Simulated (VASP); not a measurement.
Level of theory: AM05 GGA, VASP's PBE PAW potentials (set 64) (plane waves; VASP).

VASP ran on this input.

KPOINTS:
```
Automatic
0
G
7 7 2
0 0 0
```

**INCAR**
```
! general
SYSTEM   =  MoTe2
PREC     =  Accurate
ENCUT    =  520
LREAL    =  F
LASPH    =  T

! electronic loop
EDIFF    =  1E-7
NELM     =  100
ALGO     =  Normal
LMAXMIX  =  4

! smearing
ISMEAR   =  0
SIGMA    =  0.05

! functional
GGA      =  AM

! ions
IBRION   =  2
NSW      =  30
ISIF     =  4
EDIFFG   =  -0.01

! output
LWAVE    =  F
LCHARG   =  F
```

File POSCAR:
```
MoTe2
1.0
  1.7773611657  -3.0784794250   0.0000000000
  1.7773611657   3.0784794250   0.0000000000
  0.0000000000   0.0000000000  14.9173505252
Te Mo
4 2
Direct
  0.3333330000   0.6666670000   0.8733806817
  0.6666670000   0.3333330000   0.3733806817
  0.6666670000   0.3333330000   0.1266193183
  0.3333330000   0.6666670000   0.6266193183
  0.3333330000   0.6666670000   0.2500000000
  0.6666670000   0.3333330000   0.7500000000
```

POTCAR, in this order: Te Mo_sv (PBE.64 set). Program: vasp_std.

Output

**OSZICAR**
```
...
DAV:   5    -0.391621345585E+02   -0.24014E-01   -0.24003E-01  1305   0.214E+00    0.209E+01
DAV:   6    -0.382893532271E+02    0.87278E+00   -0.12119E+01  1120   0.166E+01    0.891E+00
DAV:   7    -0.380786324229E+02    0.21072E+00   -0.11392E+01  1115   0.134E+01    0.648E+00
DAV:   8    -0.376001920570E+02    0.47844E+00   -0.19618E+00  1248   0.628E+00    0.324E+00
DAV:   9    -0.375911272889E+02    0.90648E-02   -0.36572E-01  1296   0.259E+00    0.128E+00
DAV:  10    -0.375839868660E+02    0.71404E-02   -0.54465E-02  1252   0.113E+00    0.365E-01
DAV:  11    -0.375844782680E+02   -0.49140E-03   -0.24959E-03  1285   0.277E-01    0.278E-01
DAV:  12    -0.375844102681E+02    0.68000E-04   -0.25728E-04  1154   0.912E-02    0.172E-01
DAV:  13    -0.375844085182E+02    0.17498E-05   -0.18882E-04  1309   0.654E-02    0.718E-02
DAV:  14    -0.375844109047E+02   -0.23865E-05   -0.90605E-06  1168   0.142E-02    0.447E-02
DAV:  15    -0.375844112822E+02   -0.37746E-06   -0.10899E-05  1294   0.156E-02    0.900E-03
DAV:  16    -0.375844113574E+02   -0.75170E-07   -0.74017E-07  1116   0.362E-03
   1 F= -.37584411E+02 E0= -.37584411E+02  d E =-.375844E+02
       N       E                     dE             d eps       ncg     rms          rms(c)
DAV:   1    -0.376805352838E+02   -0.96124E-01   -0.33887E+00  1049   0.101E+01    0.148E+00
DAV:   2    -0.376662168108E+02    0.14318E-01   -0.18479E-01  1149   0.188E+00    0.733E-01
DAV:   3    -0.376622057422E+02    0.40111E-02   -0.50167E-02  1208   0.109E+00    0.669E-01
DAV:   4    -0.376591538473E+02    0.30519E-02   -0.98536E-03  1229   0.439E-01    0.292E-01
DAV:   5    -0.376589357891E+02    0.21806E-03   -0.27630E-03  1298   0.227E-01    0.121E-01
DAV:   6    -0.376589190267E+02    0.16762E-04   -0.32613E-04  1266   0.833E-02    0.130E-01
DAV:   7    -0.376589160072E+02    0.30195E-05   -0.11706E-04  1260   0.491E-02    0.483E-02
DAV:   8    -0.376589174710E+02   -0.14638E-05   -0.94013E-06  1254   0.162E-02    0.289E-02
DAV:   9    -0.376589185095E+02   -0.10385E-05   -0.27519E-06  1126   0.740E-03    0.995E-03
DAV:  10    -0.376589186888E+02   -0.17933E-06   -0.11471E-07   801   0.169E-03    0.658E-03
DAV:  11    -0.376589189835E+02   -0.29464E-06   -0.63708E-07  1091   0.331E-03    0.106E-03
DAV:  12    -0.376589189640E+02    0.19484E-07   -0.35196E-08   643   0.989E-04
   2 F= -.37658919E+02 E0= -.37658919E+02  d E =-.745076E-01
       N       E                     dE             d eps       ncg     rms          rms(c)
DAV:   1    -0.376611534083E+02   -0.22344E-02   -0.94359E-02  1021   0.170E+00    0.250E-01
DAV:   2    -0.376607378381E+02    0.41557E-03   -0.56184E-03  1179   0.323E-01    0.135E-01
DAV:   3    -0.376606344711E+02    0.10337E-03   -0.17805E-03  1195   0.202E-01    0.128E-01
DAV:   4    -0.376605257645E+02    0.10871E-03   -0.33917E-04  1208   0.826E-02    0.543E-02
DAV:   5    -0.376605168427E+02    0.89218E-05   -0.11624E-04  1316   0.456E-02    0.212E-02
DAV:   6    -0.376605163475E+02    0.49521E-06   -0.10892E-05  1209   0.156E-02    0.237E-02
DAV:   7    -0.376605167285E+02   -0.38102E-06   -0.20141E-06  1180   0.666E-03    0.109E-02
DAV:   8    -0.376605169515E+02   -0.22301E-06   -0.33203E-07   947   0.313E-03    0.523E-03
DAV:   9    -0.376605170222E+02   -0.70726E-07   -0.76930E-08   615   0.135E-03
   3 F= -.37660517E+02 E0= -.37660517E+02  d E =-.761057E-01
       N       E                     dE             d eps       ncg     rms          rms(c)
DAV:   1    -0.377728222748E+02   -0.11231E+00   -0.45718E+00   992   0.132E+01    0.287E+00
DAV:   2    -0.377123325979E+02    0.60490E-01   -0.31937E-01  1125   0.280E+00    0.132E+00
DAV:   3    -0.376988794614E+02    0.13453E-01   -0.42374E-02  1207   0.108E+00    0.443E-01
DAV:   4    -0.376941730775E+02    0.47064E-02   -0.21978E-02  1178   0.667E-01    0.584E-01
DAV:   5    -0.376932821543E+02    0.89092E-03   -0.52114E-03  1257   0.314E-01    0.768E-02
DAV:   6    -0.376933078345E+02   -0.25680E-04   -0.37599E-04  1219   0.885E-02    0.659E-02
DAV:   7    -0.376933276088E+02   -0.19774E-04   -0.31922E-05  1119   0.266E-02    0.171E-02
DAV:   8    -0.376933270718E+02    0.53701E-06   -0.12021E-05  1266   0.183E-02    0.515E-03
DAV:   9    -0.376933277761E+02   -0.70427E-06   -0.93319E-07  1093   0.479E-03    0.254E-03
DAV:  10    -0.376933285316E+02   -0.75548E-06   -0.73455E-07   989   0.379E-03    0.176E-03
DAV:  11    -0.376933285322E+02   -0.64574E-09   -0.72696E-08   729   0.129E-03
   4 F= -.37693329E+02 E0= -.37693329E+02  d E =-.328115E-01
       N       E                     dE             d eps       ncg     rms          rms(c)
DAV:   1    -0.382971963309E+02   -0.60387E+00   -0.32413E+01   992   0.351E+01    0.821E+00
DAV:   2    -0.378741498296E+02    0.42305E+00   -0.24001E+00  1139   0.770E+00    0.370E+00
DAV:   3    -0.377728175166E+02    0.10133E+00   -0.32630E-01  1177   0.298E+00    0.123E+00
DAV:   4    -0.377364242276E+02    0.36393E-01   -0.15635E-01  1174   0.175E+00    0.162E+00
DAV:   5    -0.377294600526E+02    0.69642E-02   -0.32745E-02  1241   0.800E-01    0.280E-01
DAV:   6    -0.377297337081E+02   -0.27366E-03   -0.19692E-03  1153   0.199E-01    0.179E-01
DAV:   7    -0.377299193762E+02   -0.18567E-03   -0.28043E-04  1188   0.711E-02    0.579E-02
DAV:   8    -0.377299407053E+02   -0.21329E-04   -0.22119E-04  1292   0.731E-02    0.193E-02
DAV:   9    -0.377299524569E+02   -0.11752E-04   -0.25090E-05  1236   0.235E-02    0.162E-02
DAV:  10    -0.377299574849E+02   -0.50280E-05   -0.57938E-06  1019   0.106E-02    0.282E-03
DAV:  11    -0.377299581257E+02   -0.64083E-06   -0.14753E-06  1028   0.573E-03    0.709E-04
DAV:  12    -0.377299582278E+02   -0.10206E-06   -0.16622E-07   921   0.174E-03    0.134E-03
DAV:  13    -0.377299582122E+02    0.15592E-07   -0.10394E-08   664   0.504E-04
   5 F= -.37729958E+02 E0= -.37729958E+02  d E =-.694412E-01
       N       E                     dE             d eps       ncg     rms          rms(c)
DAV:   1    -0.377336193910E+02   -0.36612E-02   -0.19156E-01  1006   0.282E+00    0.391E-01
DAV:   2    -0.377310658228E+02    0.25536E-02   -0.14653E-02  1204   0.543E-01    0.258E-01
DAV:   3    -0.377304087146E+02    0.65711E-03   -0.38365E-03  1206   0.298E-01    0.170E-01
DAV:   4    -0.377301023196E+02    0.30639E-03   -0.10901E-03  1142   0.158E-01    0.808E-02
DAV:   5    -0.377300857524E+02    0.16567E-04   -0.21704E-04  1234   0.595E-02    0.383E-02
DAV:   6    -0.377300834122E+02    0.23402E-05   -0.39162E-05  1194   0.318E-02    0.246E-02
DAV:   7    -0.377300829805E+02    0.43166E-06   -0.65172E-06  1191   0.105E-02    0.103E-02
DAV:   8    -0.377300832236E+02   -0.24306E-06   -0.94681E-07  1018   0.490E-03    0.768E-03
DAV:   9    -0.377300833397E+02   -0.11613E-06   -0.51213E-07   971   0.329E-03    0.404E-03
DAV:  10    -0.377300833816E+02   -0.41851E-07   -0.61917E-08   719   0.118E-03
   6 F= -.37730083E+02 E0= -.37730083E+02  d E =-.125169E-03
       N       E                     dE             d eps       ncg     rms          rms(c)
DAV:   1    -0.377315369494E+02   -0.14536E-02   -0.44277E-02  1006   0.135E+00    0.188E-01
DAV:   2    -0.377309565274E+02    0.58042E-03   -0.32648E-03  1197   0.258E-01    0.122E-01
DAV:   3    -0.377308103077E+02    0.14622E-03   -0.85489E-04  1199   0.142E-01    0.811E-02
DAV:   4    -0.377307435202E+02    0.66788E-04   -0.24588E-04  1157   0.747E-02    0.378E-02
DAV:   5    -0.377307403271E+02    0.31931E-05   -0.49700E-05  1230   0.285E-02    0.177E-02
DAV:   6    -0.377307401763E+02    0.15075E-06   -0.88268E-06  1186   0.147E-02    0.122E-02
DAV:   7    -0.377307403282E+02   -0.15190E-06   -0.14036E-06  1054   0.492E-03    0.529E-03
DAV:   8    -0.377307405614E+02   -0.23318E-06   -0.25422E-07   869   0.263E-03    0.352E-03
DAV:   9    -0.377307406728E+02   -0.11138E-06   -0.88128E-08   683   0.148E-03    0.195E-03
DAV:  10    -0.377307406993E+02   -0.26493E-07   -0.29724E-08   545   0.780E-04
   7 F= -.37730741E+02 E0= -.37730741E+02  d E =-.782487E-03
```

File OUTCAR:
```
------------------------ aborting loop because EDIFF is reached ----------------------------------------
  FORCE on cell =-STRESS in cart. coord.  units (eV):
  Direction    XX          YY          ZZ          XY          YZ          ZX
  --------------------------------------------------------------------------------------
  Total       -0.1085595     -0.1085595     -0.1255391      0.0000000      0.0000000      0.0000000
  in kB       -1.0654791     -1.0654790     -1.2321288      0.0000000      0.0000000      0.0000000
  external PRESSURE =      -1.1210290 kB  Pullay stress =       0.0000000 kB
  volume of cell :      163.24
      direct lattice vectors                 reciprocal lattice vectors
     1.744810273 -3.022099783  0.000000000     0.286564108 -0.165447879  0.000000000
     1.744810273  3.022099783  0.000000000     0.286564108  0.165447879  0.000000000
    -0.000000000  0.000000000 15.479132855     0.000000000  0.000000000  0.064603102
 POSITION                                       TOTAL-FORCE (eV/Angst)
 -----------------------------------------------------------------------------------
      1.74481      1.00737     13.41209        -0.000000     -0.000000      0.002217
      1.74481     -1.00737      5.67252         0.000000      0.000000      0.002217
      1.74481     -1.00737      2.06704        -0.000000     -0.000000     -0.002217
      1.74481      1.00737      9.80661        -0.000000     -0.000000     -0.002217
      1.74481      1.00737      3.86978        -0.000000     -0.000000      0.000000
      1.74481     -1.00737     11.60935         0.000000      0.000000      0.000000
 -----------------------------------------------------------------------------------
    total drift:                               -0.000000      0.001656     -0.000023
  FREE ENERGIE OF THE ION-ELECTRON SYSTEM (eV)
  ---------------------------------------------------
  free  energy   TOTEN  =       -37.7307406993 eV

  energy  without entropy=      -37.7307406993  energy(sigma->0) =      -37.73074070

 reached required accuracy - stopping structural energy minimisation
```
(Selected blocks of OUTCAR.)

### CONTCAR
```
MoTe2
   1.00000000000000
     1.7448102727409454   -3.0220997834628016    0.0000000000000000
     1.7448102727409454    3.0220997834628016    0.0000000000000000
    -0.0000000000000000    0.0000000000000000   15.4791328549440514
  Te              Mo
     4     2
Direct
     0.3333330000000032    0.6666669999999968    0.8664624884978180
     0.6666669999999968    0.3333330000000032    0.3664624884978180
     0.6666669999999968    0.3333330000000032    0.1335375115021819
     0.3333330000000032    0.6666669999999968    0.6335375115021820
     0.3333330000000032    0.6666669999999968    0.2500000000000000
     0.6666669999999968    0.3333330000000032    0.7500000000000000
```

Without a dispersion term in the relaxation, distances and binding between the weakly bound layers, chains or molecules are unreliable, and so is what depends on them.

The compound is MoTe2 in the 2H layered structure. This cell is one point of a volume scan, at 1.06 of the reference volume. Symmetry was kept, so distortions that lower it aren't found.
